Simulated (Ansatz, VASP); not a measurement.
## Equation of state of RbNiO2 under PBE

```
CELL_PARAMETERS angstrom
0.00000 4.22800 4.22800
4.22800 0.00000 4.22800
4.22800 4.22800 0.00000
ATOMIC_POSITIONS crystal
Rb 0.75000 0.75000 0.75000
Rb 0.50000 0.50000 0.50000
Ni 0.25000 0.25000 0.25000
Ni 0.00000 0.00000 0.00000
O 0.12500 0.62500 0.12500
O 0.12500 0.12500 0.62500
O 0.62500 0.12500 0.12500
O 0.12500 0.12500 0.12500
```

The cell comes from a database or a generator and needn't be the stable form of this composition.

The cell was scaled at fixed shape and fractions and run with Ansatz, Ansatz PAW, cutoff 420 eV; PBE, k mesh 6 × 6 × 6 on the cell of 8 atoms, fermi-dirac occupations of 0.05 eV, collinear spin, ferromagnetic start, no spin-orbit coupling. Energies are those that the program minimises, any entropy of the smearing included. The magnetic state is the one that the start led to, which needn't be the lowest.

```csv
V (Å³/atom),energy over the lowest row (meV/atom)
17.7612,1.86
18.1391,0.00
18.5170,1.65
18.8949,6.63
19.2728,?
19.6507,24.80
20.0286,37.43
```

**Question.** Fit the third-order Birch-Murnaghan form, give V0, B0 and B′, and predict the energy left open.

**Answer.** With y = (V0/V)^(2/3), E = E0 + (9 V0 B0/16) [(y - 1)³ B′ + (y - 1)² (6 - 4y)]. Least squares through the rows shown give V0 = 18.1415 Å³/atom, E0 = -0.03 meV, B0 = 73.47 GPa (1 eV/Å³ = 160.218 GPa) and B′ = 4.56, with a largest miss of 0.04 meV. At V = 19.2728 the form with these constants gives 14.43 meV; the run gave 14.41 meV an atom. Other set-ups at this level, from all their volumes (Å³/atom, GPa): VASP, PBE PAW files Ni, O, Rb_sv, 520 eV: V0 18.078, B0 72.44.
